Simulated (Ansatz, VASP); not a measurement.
## HfZr2 (HfZr2 in the C11b ordering): VASP beside Ansatz

One calculation is typed for both programs; each brings its own data sets. How far apart do they land? The cell is generated by rule, not measured, and may not be a known phase. The cell is taken from a series of runs on this material, whose earlier steps may have relaxed, scaled, displaced or heated it; both programs get it as it stands.

Method: plane waves, with VASP 6.6.1 beside it; relaxation of cell and atoms at PBE, in Ansatz 0.2.0.

The structure was built from a prototype and need not be the compound's stable phase.

### Step 1. The starting structure

It takes space group I4/mmm (No. 139, tetragonal). The conventional cell has a = 3.187 Å, b = 3.187 Å, c = 13.560 Å, α = 90.00°, β = 90.00°, γ = 90.00°. Nearest to Hf lie 8 Zr at 3.16 Å and 4 Hf at 3.19 Å. Nearest to Zr lie 4 Hf at 3.16 Å and 8 Zr at 3.19 to 3.25 Å. Farther neighbours are not listed.

Coordinates:

```cif
data_structure
_symmetry_space_group_name_H-M 'I4/mmm'
_symmetry_Int_Tables_number 139
_cell_length_a 3.1868
_cell_length_b 3.1868
_cell_length_c 13.5597
_cell_angle_alpha 90.000
_cell_angle_beta 90.000
_cell_angle_gamma 90.000
_cell_volume 137.71
loop_
_atom_site_label
_atom_site_type_symbol
_atom_site_symmetry_multiplicity
_atom_site_Wyckoff_symbol
_atom_site_fract_x
_atom_site_fract_y
_atom_site_fract_z
_atom_site_occupancy
Hf1 Hf 2 a 0.00000 0.00000 0.00000 1
Zr1 Zr 4 e 0.00000 0.00000 0.33615 1
```

### Step 2. VASP: relaxation of cell and atoms, PBE

The relaxed volume is the usual yardstick between codes: in a stiff, nearly cubic crystal its relative difference is about their pressure difference at one cell divided by the bulk modulus.

Lines of VASP's logs that name or quote its potential files are left out, and so is its time.

The input, INCAR:

```
SYSTEM = HfZr2
PREC = Accurate
ENCUT = 500
EDIFF = 1E-07
NELM = 120
ISMEAR = 1
SIGMA = 0.2
LREAL = .FALSE.
ALGO = Normal
GGA = PE
NBANDS = 23
LASPH = .TRUE.
LORBIT = 11
LWAVE = .FALSE.
LCHARG = .FALSE.
ISIF = 3
IBRION = 2
NSW = 80
EDIFFG = -0.005
GGA_COMPAT = .FALSE.
NELMIN = 4
KPAR = 2
```

The input, POSCAR:

```
HfZr2
1.0
    3.1868380000      0.0000000000      0.0000010000
    0.0000000000      3.1868380000      0.0000010000
    1.5934160000      1.5934160000      6.7798670000
Hf Zr
1 2
Direct
    0.0000000000      0.0000000000      0.0000000000
    0.6638499566      0.6638499566      0.6723000868
    0.3361500434      0.3361500434      0.3276999133
```

The input, KPOINTS:

```
Automatic mesh
0
Gamma
10 10 10
0 0 0
```

Potentials, in the order of the species: Hf_pv and Zr_sv (PBE family, release 64).

Started as:

```console
$ mpirun -np 2 vasp_std
```

Numbers of over 12 decimals in the logs are rounded to 6 here.

Output:

```text
[banner, memory and clock lines left out]
running    2 mpi-ranks, on    1 nodes
 distrk:  each k-point on    1 cores,    2 groups
 distr:  one band on    1 cores,    1 groups

 POSCAR found type information on POSCAR HfZr
 POSCAR found :  2 types and       3 ions
 LDA part: xc-table for (Slater+PW92), standard interpolation
 POSCAR, INCAR and KPOINTS ok, starting setup
 FFT: planning ... GRIDC
 FFT: planning ... GRID_SOFT
 FFT: planning ... GRID
 WAVECAR not read
 entering main loop
       N       E                     dE             d eps       ncg     rms          rms(c)
DAV:   1     0.263532849211E+03    0.26353E+03   -0.17972E+04  4692   0.141E+03
DAV:   2    -0.786372778683E+01   -0.27140E+03   -0.26417E+03  5469   0.397E+02
DAV:   3    -0.269942320125E+02   -0.19131E+02   -0.18669E+02  8928   0.716E+01
DAV:   4    -0.278263398503E+02   -0.83211E+00   -0.83018E+00  6019   0.146E+01
DAV:   5    -0.278558304649E+02   -0.29491E-01   -0.29486E-01  7198   0.229E+00    0.487E+01
DAV:   6    -0.270343252919E+02    0.82151E+00   -0.14351E+00  5589   0.807E+00    0.252E+01
DAV:   7    -0.269737778542E+02    0.60547E-01   -0.17863E+00  6688   0.733E+00    0.922E+00
DAV:   8    -0.268337810105E+02    0.14000E+00   -0.53829E-01  6249   0.316E+00    0.303E+00
DAV:   9    -0.268282753828E+02    0.55056E-02   -0.65938E-02  5722   0.198E+00    0.129E+00
DAV:  10    -0.268274268204E+02    0.84856E-03   -0.51415E-03  7008   0.435E-01    0.916E-02
DAV:  11    -0.268274556284E+02   -0.28808E-04   -0.23861E-04  6116   0.107E-01    0.408E-02
DAV:  12    -0.268274521949E+02    0.34335E-05   -0.23872E-05  5884   0.356E-02    0.685E-03
DAV:  13    -0.268274531739E+02   -0.97899E-06   -0.12534E-06  6726   0.654E-03    0.678E-03
DAV:  14    -0.268274532027E+02   -0.28769E-07   -0.10182E-07  4305   0.194E-03
   1 F= -.26827453E+02 E0= -.26828921E+02  d E =-.268275E+02
[...]
2 F= -.26827506E+02 E0= -.26828994E+02  d E =-.527342E-04
[...]
3 F= -.26827542E+02 E0= -.26829063E+02  d E =-.890764E-04
 curvature:  -1.38 expect dE=-0.904E-04 dE for cont linesearch -0.141E-08
 trial: gam= 1.01844 g(F)=  0.183E-05 g(S)=  0.637E-04 ort =-0.257E-06 (trialstep = 0.662E+00)
 search vector abs. value=  0.132E-03
 bond charge predicted
       N       E                     dE             d eps       ncg     rms          rms(c)
DAV:   1    -0.268277969638E+02   -0.25476E-03   -0.14566E-02  4720   0.100E+00    0.150E-01
DAV:   2    -0.268276158281E+02    0.18114E-03   -0.78491E-04  5312   0.208E-01    0.650E-02
DAV:   3    -0.268275633867E+02    0.52441E-04   -0.13195E-04  6898   0.724E-02    0.243E-02
DAV:   4    -0.268275573199E+02    0.60668E-05   -0.55799E-05  7902   0.413E-02    0.221E-02
DAV:   5    -0.268275596834E+02   -0.23635E-05   -0.90488E-06  6166   0.132E-02    0.119E-02
DAV:   6    -0.268275639513E+02   -0.42679E-05   -0.53396E-06  7474   0.116E-02    0.343E-03
DAV:   7    -0.268275645122E+02   -0.56086E-06   -0.35227E-07  5068   0.323E-03    0.665E-04
DAV:   8    -0.268275646172E+02   -0.10502E-06   -0.33868E-08  2829   0.131E-03    0.435E-04
DAV:   9    -0.268275646535E+02   -0.36321E-07   -0.12263E-08  2605   0.716E-04
   4 F= -.26827565E+02 E0= -.26829088E+02  d E =-.223744E-04
 trial-energy change:   -0.000022  1 .order   -0.000022   -0.000043   -0.000000
 step:   0.6684(harm=  0.6689)  dis= 0.00061  next Energy=   -26.827565 (dE=-0.224E-04)
 reached required accuracy - stopping structural energy minimisation
```

From OUTCAR (step 2):

```text
ion  position               nearest neighbor table
   1  0.000  0.000  0.000-   2 3.16   3 3.16   2 3.16   2 3.16   3 3.16   3 3.16   2 3.16   3 3.16

  LATTYP: Found a body centered tetragonal cell.
 ALAT       =     3.1868380000
 C/A-ratio  =     4.2549172565

 Subroutine GETGRP returns: Found 16 space group operations
 (whereof 16 operations were pure point group operations)

The static configuration has the point symmetry D_4h.

 Found    102 irreducible k-points:

   k-points           NKPTS =    102   k-points in BZ     NKDIM =    102   number of bands    NBANDS=     23

   dimension x,y,z NGX =    24 NGY =   24 NGZ =   54
   dimension x,y,z NGXF=    48 NGYF=   48 NGZF=  108

   ENCUT  =  500.0 eV  36.75 Ry    6.06 a.u.   5.81  5.81 13.03*2*pi/ulx,y,z

   NELECT =      34.0000    total number of electrons

 k-points in reciprocal lattice and weights: Automatic mesh
   0.00000000  0.00000000  0.00000000       0.001
   0.10000000 -0.00000000 -0.00000000       0.008
   0.20000000 -0.00000000 -0.00000000       0.008
   0.30000000 -0.00000000 -0.00000000       0.008
   0.40000000  0.00000000 -0.00000000       0.008
   0.50000000 -0.00000000 -0.00000000       0.004
   0.10000000  0.10000000 -0.00000000       0.008
   0.20000000  0.10000000 -0.00000000       0.016
   0.30000000  0.10000000 -0.00000000       0.016
[...]
-0.10000000 -0.10000000  0.40000000       0.004
   0.00000000  0.00000000  0.50000000       0.001

 average (electrostatic) potential at core
       1 -34.6558       2 -75.8792       3 -75.8792

 E-fermi :   7.5489

 k-point     1 :       0.0000    0.0000    0.0000
  band No.  band energies     occupation
    ...
     12       1.3490      2.00000
     13       4.4172      2.00000
     14       4.6723      2.00000
     15       5.9509      2.00000
     16       6.0230      2.00000
     17       8.5826     -0.00000
     18       8.6636     -0.00000
     19       8.6636     -0.00000
     20       8.6932     -0.00000
     21       8.9127     -0.00000
    ...

 k-point     2 :       0.1000   -0.0000   -0.0000
  band No.  band energies     occupation
    ...
     12       1.5797      2.00000
     13       4.5525      2.00000
     14       4.8480      2.00000
     15       5.9917      2.00000
     16       6.2250      2.00000
     17       8.2639     -0.00001
     18       8.4245     -0.00000
     19       8.6510     -0.00000
     20       8.7666     -0.00000
     21       8.8172     -0.00000
    ...

 k-point     3 :       0.2000   -0.0000   -0.0000
  band No.  band energies     occupation
    ...
     12       2.2233      2.00000
     13       4.7738      2.00000
     14       5.2347      2.00000
     15       6.2593      2.00000
     16       6.6719      2.00000
     17       7.8874     -0.03771
     18       7.9287     -0.02183
     19       8.2345     -0.00001
     20       9.0269     -0.00000
     21       9.0412     -0.00000
    ...

  Total       -0.0014994     -0.0014994      0.0024326      0.0000000     -0.0000000     -0.0000000
  in kB       -0.0348866     -0.0348866      0.0565973      0.0000000     -0.0000000     -0.0000000
  external PRESSURE =      -0.0043919 kB  Pullay stress =       0.0000000 kB

  energy-cutoff  :      500.00
  volume of cell :       68.86
      direct lattice vectors                 reciprocal lattice vectors
     3.190711351 -0.000000000  0.000001002     0.313409759  0.000000023 -0.073920329
    -0.000000000  3.190711351  0.000001002     0.000000023  0.313409759 -0.073920329
     1.595352681  1.595352681  6.764027456    -0.000000046 -0.000000046  0.147840936

 POSITION                                       TOTAL-FORCE (eV/Angst)
 -----------------------------------------------------------------------------------
      1.59535      1.59535      6.76403         0.000000      0.000000      0.000000
      3.19071      3.19071      4.54493         0.000000      0.000000     -0.001941
      1.59535      1.59535      2.21910        -0.000000     -0.000000      0.001941
 -----------------------------------------------------------------------------------
    total drift:                               -0.000000     -0.000000     -0.000001

  FREE ENERGIE OF THE ION-ELECTRON SYSTEM (eV)
  ---------------------------------------------------
  free  energy   TOTEN  =       -26.8275646535 eV

  energy  without entropy=      -26.8321347594  energy(sigma->0) =      -26.82908802

 reached required accuracy - stopping structural energy minimisation

 total charge
# of ion       s       p       d       tot
------------------------------------------
    1        0.398   6.375   1.533   8.306
    2        2.226   5.957   1.655   9.838
    3        2.226   5.957   1.655   9.838
--------------------------------------------------
tot          4.851  18.288   4.843  27.982

[... 3 further parts left out ...]
```

CONTCAR:

```
HfZr2
   1.00000000000000
     3.1907113505099338   -0.0000000000000001    0.0000010021740436
    -0.0000000000000001    3.1907113505099338    0.0000010021740436
     1.5953526812032355    1.5953526812032355    6.7640274557259348
  Hf              Zr
     1     2
Direct
     0.0000000000000000    0.0000000000000000    1.0000000000000000
     0.6640366351152549    0.6640366351152549    0.6719267297694047
     0.3359633648847452    0.3359633648847452    0.3280732703305971
```

Harder data sets than Hf_pv exist (the GW ones), and pressures, volumes and forces can shift noticeably with them.

### Step 3. Ansatz: relaxation of cell and atoms, PBE

Ansatz runs on its PAW soft_1 files.

The same cell, functional, mesh and smearing now go to Ansatz, which takes its cutoff from its data sets.

The input, input.yaml:

```yaml
crystal:
  lattice:
    - [3.1868378901, 0.0, 1.4828e-06]
    - [0.0, 3.1868378901, 1.4828e-06]
    - [1.5934157904, 1.5934157904, 6.7798672277]
  atoms:
    - { symbol: Hf, position: [0.0, 0.0, 0.0] }
    - { symbol: Zr, position: [0.6638499491, 0.6638499491, 0.6723001017] }
    - { symbol: Zr, position: [0.3361500509, 0.3361500509, 0.3276998983] }
kpoints:
  mp_grid: { grid: [10, 10, 10] }
hamiltonian:
  xc: pbe
  pseudopotentials: { kind: paw, azcp: { folder: soft_1 } }
scf:
  occupations: { method: methfessel_paxton, width: 0.2 }
output:
  forces: true
  stress: true
  eigenvalues: true
  write_density: true
  write_potential: true
  elf: true
  volumetric_format: npy
relax:
  adjacent_minimum: "off"
  f_tol: 0.001
  max_steps: 60
  cell: { stress_tol: 0.01 }
```

Started as:

```console
$ ansatz run input.yaml --threads 4 --pin off --max-ram 12288MiB --backend cpu --events-out ev --progress --plain --runs-dir out
```

Output:

```text
Engine: ansatz 0.2.0, aarch64-unknown-linux-gnu
Pseudopotentials: kind: paw
Pseudopotential: Hf, paw, valence charge 26, recommended cutoff 420 eV (normal), soft_1/Hf.paw.azcp
Pseudopotential: Zr, paw, valence charge 12, recommended cutoff 420 eV (normal), soft_1/Zr.paw.azcp
Functional definition: PBE
  parameter kappa = 0.804
  parameter beta = 0.066725
  exchange = pbe_x(kappa = kappa, mu = beta*pi^2/3)
  correlation = pbe_c(beta = beta)
Crystal: 3 atoms, lattice volume = 68.856 Å³
Basis set: ecut = 420 eV, 1347 PW (Γ), exchange–correlation on 48×48×96 points (8 copies of the dense FFT grid, shifted against one another)
Bands: 30, of which v1, the nominal top of the filled ones, is band 25 counted from 1 (24 counted from 0)
Symmetry: 16 space group operations
Space group: I4/mmm (ITA 139), of the structure as read, at distance tolerance 4.1e-5 Å
k-points: 102 of 1000
Non-local potential: Hf, projectors of the file, l = 0: 3, l = 1: 2, l = 2: 2, l = 3: 3
Non-local potential: Zr, projectors of the file, l = 0: 3, l = 1: 2, l = 2: 2, l = 3: 1
PAW form: soft (Blöchl's): semilocal exchange-correlation on the pseudo side does not see the compensation charge
PAW one-centre angular grid: Hf, 590 points (default); XC on 64 Gauss nodes
PAW one-centre angular grid: Zr, 590 points (default); XC on 64 Gauss nodes
Initial density: superposition of atomic densities (chi_scale 0.1, normalization cell, long waves kept (reshape's long-wave potential 0.00 eV rms))
Initial wavefunctions: pseudopotential atomic-orbital guess
Functional: x = pbe(κ = 0.804, μ = 0.219515), c = pbe(β = 0.066725)
SCF iter   1: F=—  HF=-24090.046042 eV  |F-HF|=—  |Δ(HF+E_count)|=         —  Δρ=2.91e-2  dr2=9.16e-1  ethr=3.10e-3  ⟨swp⟩=3.9  Hψ=9882  notcnv=0
preconditioner: auto → Kerker (q_TF=auto, 2.587 Å⁻¹)  [metal: Δε(μ)=0.012 eV  Ē_g=14.038 eV  σ=0.200 eV  W_gap=0.05  n_scr=20 (ndim 8)  ℏωp=27.6 eV  f_vac=0.000  D(μ)=4.14/eV (n_scr^D=42)]
SCF iter   2: F=—  HF=-24089.874126 eV  |F-HF|=—  |Δ(HF+E_count)|=   1.72e-1  S|Δr|=    0.00e0  Δρ=1.77e-2  dr2=2.81e-1  ethr=1.83e-3  ⟨swp⟩=2.8  Hψ=5948  notcnv=0  defer=8
SCF iter   3: F=—  HF=-24089.828566 eV  |F-HF|=—  |Δ(HF+E_count)|=   4.56e-2  S|Δr|=    0.00e0  Δρ=6.62e-3  dr2=4.55e-2  ethr=5.61e-4  ⟨swp⟩=2.7  Hψ=5923  notcnv=0  defer=8
SCF iter   4: F=—  HF=-24089.788376 eV  |F-HF|=—  |Δ(HF+E_count)|=   4.02e-2  S|Δr|=    0.00e0  Δρ=2.78e-3  dr2=5.92e-3  ethr=9.09e-5  ⟨swp⟩=2.2  Hψ=5628  notcnv=0  defer=8
SCF iter   5: F=—  HF=-24089.789313 eV  |F-HF|=—  |Δ(HF+E_count)|=   9.37e-4  S|Δr|=    0.00e0  Δρ=6.10e-4  dr2=9.71e-4  ethr=1.18e-5  ⟨swp⟩=2.0  Hψ=5557  notcnv=0  defer=8
SCF iter   6: F=—  HF=-24089.789277 eV  |F-HF|=—  |Δ(HF+E_count)|=   3.54e-5  S|Δr|=    0.00e0  Δρ=1.53e-4  dr2=2.22e-5  ethr=1.94e-6  ⟨swp⟩=1.9  Hψ=3351  notcnv=0  defer=8
SCF iter   7: F=—  HF=-24089.789292 eV  |F-HF|=—  |Δ(HF+E_count)|=   1.47e-5  S|Δr|=    0.00e0  Δρ=4.63e-5  dr2=9.44e-7  ethr=4.45e-8  ⟨swp⟩=2.0  Hψ=5600  notcnv=0  defer=10
SCF iter   8: F=-24089.789292 eV  HF=-24089.789292 eV  |F-HF|=6.58e-8  |Δ(HF+E_count)|=   3.39e-8  S|Δr|=    0.00e0  Δρ=8.78e-6  dr2=6.50e-8  ethr=2.00e-10  ⟨swp⟩=11.2  Hψ=28027  notcnv=0
SCF 1 converged in 8 iterations: F = -24089.789292 eV  dr2 = 6.50e-8
  greatest PAW one-centre occupation: 0.999 electrons in one spin orbital (limit 2), on the Hf atom at site 0 (counted from 0), in its partial waves of l = 0
relax step   1: F+E_penalty+E_count = -24089.78929187 eV  Δ(F+E_penalty+E_count) = +0.000e0 eV  max|allowed force component| = 3.507e-2 eV/Å  Δτ_max = 0.0000 Å  P = +0.179 GPa  Ω = 68.856 Å³  (8 SCF iters, dr2 threshold 1.00e-7 eV, accepted)
[...]
relax step   3: F+E_penalty+E_count = -24089.78959193 eV  Δ(F+E_penalty+E_count) = -2.572e-4 eV  max|allowed force component| = 1.917e-3 eV/Å  Δτ_max = 0.0031 Å  P = +0.001 GPa  Ω = 68.968 Å³  energy of the carried Pulay correction = -1.424e-5 eV  (6 SCF iters, dr2 threshold 2.70e-7 eV, accepted)
[...]
relax step   4: F+E_penalty+E_count = -24089.78959913 eV  Δ(F+E_penalty+E_count) = -7.199e-6 eV  max|allowed force component| = 1.632e-3 eV/Å  Δτ_max = 0.0003 Å  P = -0.007 GPa  Ω = 68.976 Å³  energy of the carried Pulay correction = -1.522e-5 eV  (6 SCF iters, dr2 threshold 3.57e-9 eV, accepted)
[...]
relax step   5: F+E_penalty+E_count = -24089.78960121 eV  Δ(F+E_penalty+E_count) = -2.074e-6 eV  max|allowed force component| = 1.148e-4 eV/Å  Δτ_max = 0.0003 Å  P = +0.001 GPa  Ω = 68.969 Å³  energy of the carried Pulay correction = -1.434e-5 eV  (6 SCF iters, dr2 threshold 6.44e-10 eV, accepted)
[...]
relax step   6: F+E_penalty+E_count = -24089.78961842 eV  Δ(F+E_penalty+E_count) = -1.721e-5 eV  max|allowed force component| = 1.419e-4 eV/Å  Δτ_max = 0.0000 Å  P = +0.001 GPa  Ω = 68.969 Å³  stress off target by 2.00e-3 GPa  SCF on the basis re-selected at this cell (its energy is not comparable with the rows above)  (6 SCF iters)
basis re-selected at this cell: Δ(F+E_penalty+E_count) = -1.721e-5 eV, ΔP = +0.000 GPa vs the last step (what re-selecting the basis moved, of the pressure what is left beyond the Pulay correction that the steps carried, after the strain that the cell walked since its last selection, with what the two solves' SCF thresholds leave and, on support functions, any second-order correction that the steps lacked; it is no m [...]
SCF converged after 6 iterations
Stability not checked: this state was not tested for a lower state beside it, because cold or Methfessel-Paxton smearing, or corrected tetrahedra, fill the levels in a way that the test cannot read (fill_not_monotonic; see scf.lower_state_search)
Free energy (F): -24089.789618 eV
Harris-Foulkes:  -24089.789618 eV  (|F-HF|=1.46e-11)
Internal energy: -24089.794266 eV  (E = F + TS)
E sigma→0 (E₀):  -24089.790780 eV
Entropy (-TS):   0.004648 eV (1.549 meV/atom)
Fermi energy:    15.191412 eV
--- Per-component energies (eV) ---
  E_band       = -244.779031
  E_kinetic    = 1040.593272
  E_local      = -8990.975597  (includes V_loc(G=0)·N_el)
  E_nonlocal   = 208.094921
  E_hartree    = 4181.858817
  E_xc         = -575.625228
  E_vxc        = -619.960429  (∫ρ·V_xc dr)
  E_paw        = -13624.091600  (= ΣΔE_a)
  E_vpaw       = -246.248903  (= ΣTr[D̂ρ^β])
  E_aug_tail   = 0.000043  (compensation charges beyond the density's cutoff)
  E_ewald      = -6329.648895
  E_smearing   = 0.004648  (= −TS)
  E_closure    = 0.000000  (closes the sum)
  Σ components = -24089.789618   (vs F -24089.789618, Δ=0.00e0)
--- Forces (eV/Å), atoms counted from 1 ---
  atom   1  Hf     0.00000000     0.00000000     0.00000000
  atom   2  Zr    -0.00000000    -0.00000000     0.00014189
  atom   3  Zr     0.00000000     0.00000000    -0.00014189
  max |Σ_I F_I| component: 1.08e-19 eV/Å
--- Stress (GPa, compression-positive) ---
        0.002001       0.000000       0.000000
        0.000000       0.002001       0.000000
        0.000000       0.000000      -0.000199
  P = ⅓ Tr σ = 0.0013 GPa (0.013 kbar)
--- Band table (eV; the first three rows and the last of 102) ---
  k-point 0: bands = [... 21 lower, 12.3176, 13.6001, 13.6659, 16.2395, 16.2991, 16.2991, 16.3304, 16.5443, ... 1 higher]
  k-point 1: bands = [... 21 lower, 12.3171, 13.4174, 13.8890, 16.2292, 16.2730, 16.3278, 16.3278, 16.7480, ... 1 higher]
  k-point 2: bands = [... 21 lower, 12.2848, 13.2493, 14.1766, 16.1095, 16.3415, 16.4137, 16.4137, 17.1525, ... 1 higher]
  k-point 101: bands = [... 21 lower, 13.1688, 13.3331, 13.4307, 14.5841, 15.0157, 17.0675, 17.5282, 17.6686, ... 1 higher]
--- Relaxed structure (5 steps of the walk, 5 accepted, 1 SCFs on fresh bases) ---
  F+E_penalty+E_count = -24089.78961842 eV   max|allowed force component| = 1.419e-4 eV/Å   (the final SCF, on the basis selected at the relaxed cell)
  cell:  # Å, volume = 68.9690 Å³
    - [3.192638, -3.4559925373015626e-13, 1.4855114707398834e-6]
    - [-3.4559925373011163e-13, 3.192638, 1.4855114707397877e-6]
    - [1.596316, 1.596316, 6.766357]
  atoms:
    - { symbol: Hf, position: [0, 0, 0] }
    - { symbol: Zr, position: [0.664243, 0.664243, 0.671514] }
    - { symbol: Zr, position: [0.335757, 0.335757, 0.328486] }
```

In the SCF lines HF is the Harris–Foulkes energy and dr2 the Hartree energy of the density residual, in eV; the loop may stop once dr2 is under the threshold and the program's other checks hold. Hψ counts applications of the Hamiltonian.

### Step 4. Comparison

Known differences besides the potentials themselves: the data sets hold 50 valence electrons in Ansatz (on its PAW soft_1 files) and 34 in VASP; the cutoff is 420 eV in Ansatz and 500 eV in VASP; Ansatz adds a Pulay correction to the stress that steers its cell, VASP none. Total energies have different zeros and are not compared.

The two programs side by side:

| quantity | Ansatz | VASP | difference |
| --- | --- | --- | --- |
| volume (Å³) | 68.97 | 68.86 | +0.16 % |
| edge a after relaxation, in the typed setting (Å) | 3.193 | 3.191 | +0.06 % |
| edge c after relaxation, in the typed setting (Å) | 7.133 | 7.130 | +0.04 % |

### Step 5. Outcome

```
difference in volume (relaxation of cell and atoms, PBE) : 0.16 %
```

**Reading.** The difference in volume is 0.16 % (relaxation of cell and atoms, PBE), within the 1.2 % picked in this series as the mark of a large difference, as far as the stopping tolerances let one tell. The data sets hold unlike numbers of valence electrons (50 in Ansatz and 34 in VASP), so part of the differences comes from the potentials. Such differences can come from data sets, numerical settings and the points named under the comparisons, not from the functional's error against experiment.

[Lines on the potential files, build, host, timing and source positions are cut from VASP's logs without a mark.]

[Logs are printed without paths, hosts, clocks, repeated set-up lines and the standing remarks that a program may print on its own settings, such as how far it seeks lower states.]

[Hosts, paths, dates, database ids (printed as entryN), source tags and the programs' standing remarks are cut or masked in the printed files.]
